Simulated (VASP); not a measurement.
Input of a VASP 6.6.1 run:

The input INCAR:

```
SYSTEM = SiC
  ALGO = Normal
  EDIFF = 1E-6
  ENCUT = 520
  ISIF = 2
  ISMEAR = 0
  KPAR = 2
  LASPH = .TRUE.
  LCHARG = .FALSE.
  LMIXTAU = .TRUE.
  LREAL = .FALSE.
  LWAVE = .FALSE.
  METAGGA = R2SCAN
  NBANDS = 26
  NELM = 80
  PREC = Accurate
  SIGMA = 0.03
```

Contents of KPOINTS:

```
k-points
0
G
  12 12 3
  0 0 0
```

The input POSCAR:

```
SiC                                     
1.0
    3.0931911696     -0.0000000000     -0.0000000000
   -1.5465955798      2.6787821335      0.0000000000
   -0.0000000000      0.0000000000     10.1265812101
  Si              C             
     4     4
Direct
     0.6666666699999979    0.3333333300000021    0.9378461793464683
     0.3333333300000021    0.6666666699999979    0.4378461793464683
     0.0000000000000000    0.0000000000000000    0.6878980636266611
     0.0000000000000000    1.0000000000000000    0.1878980636266611
     0.6666666699999979    0.3333333300000021    0.7498074223887478
     0.3333333300000021    0.6666666699999979    0.2498074223887478
     0.0000000000000000    0.0000000000000000    0.5004473346381301
     0.0000000000000000    0.0000000000000000    0.0004473346381300
```

KPOINTS_OPT

```
explicit points
141
Reciprocal
 0.0000000000  0.0000000000  0.0000000000 1
 0.0357142857  0.0000000000  0.0000000000 1
 0.0714285714  0.0000000000  0.0000000000 1
 0.1071428571  0.0000000000  0.0000000000 1
 0.1428571429  0.0000000000  0.0000000000 1
 0.1785714286  0.0000000000  0.0000000000 1
[... 133 lines left out ...]
 0.5000000000  0.0000000000  0.5000000000 1
 0.5000000000  0.0000000000  0.0000000000 1
```

Potentials or basis: VASP PAW PBE potentials, release 64 (Si, C).

Launch:

```sh
$ cat potpaw_PBE.64/Si/POTCAR potpaw_PBE.64/C/POTCAR > POTCAR
$ mpirun -np 2 vasp_std > vasp.out
```

Q: What does it give for the largest force?

A: 0.005 eV/Å.

Q: Estimate the pressure.

A: -3.5 GPa.

Q: Predict the band gap along the path.

A: 2.60 eV, indirect (least direct gap 3.78 eV).

Q: What does it give for the band gap on the k mesh?

A: 2.60 eV, indirect (least direct gap 3.78 eV).

Stress tensor (GPa, compression positive):
```
-3.54  0.00  0.00
 0.00 -3.54  0.00
 0.00  0.00 -3.43
```

Caveat: the PAW data sets were made with another functional, which shifts forces and pressure a little. r2SCAN opens gaps a little over a GGA but as a rule still falls short of measured ones.
